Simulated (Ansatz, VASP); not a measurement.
## SiGe4W: VASP beside Ansatz

```
Si Ge W
1.0
     4.99704    0.00000    0.00000
    -2.49852    4.32756    0.00000
     0.00000    0.00000    4.89286
Si Ge W
1 4 1
Cartesian
  0.0000 0.0000 0.0000
  0.0000 2.8850 3.6479
  0.0000 2.8850 1.2450
  2.4985 1.4425 3.6479
  2.4985 1.4425 1.2450
  0.0000 0.0000 2.4464
```

Change from the starting cell: species swapped into the TiNbB4 type (P6/mmm, No. 191).

Alike in both runs: functional PBE; k mesh 6 × 6 × 2; occupations gaussian, width 0.1 eV; no spin polarisation.

Ansatz relaxed the structure, and its values are those at the end. VASP's run is a single point on that final structure, the one shown.

```csv
,VASP,Ansatz
version,VASP 6.6.1,Ansatz 0.2.0
potentials or method,"VASP PAW PBE potentials, release 64 (Si, Ge_d, W_sv)","scalar-relativistic, plane waves, PAW"
plane-wave cutoff (eV),520,420
valence electrons in the cell,74,74
```

VASP gave:

```
gap on the k mesh at the Fermi level (eV) : none
pressure (GPa)                            : 0.2
rms of the force components (eV/Å)        : 0.005
```

Problem. What did Ansatz give for the same quantities?

Solution. gap on the k mesh at the Fermi level (eV): none; pressure (GPa): 0.1; rms of the force components (eV/Å): 0.004.

A gap of «none» marks a metal or a gap that the smearing closes.

Caveats: the k mesh is coarse (spacing up to 0.64 Å⁻¹), so the values aren't converged. The runs have no spin-orbit coupling, so splittings on W are missing.
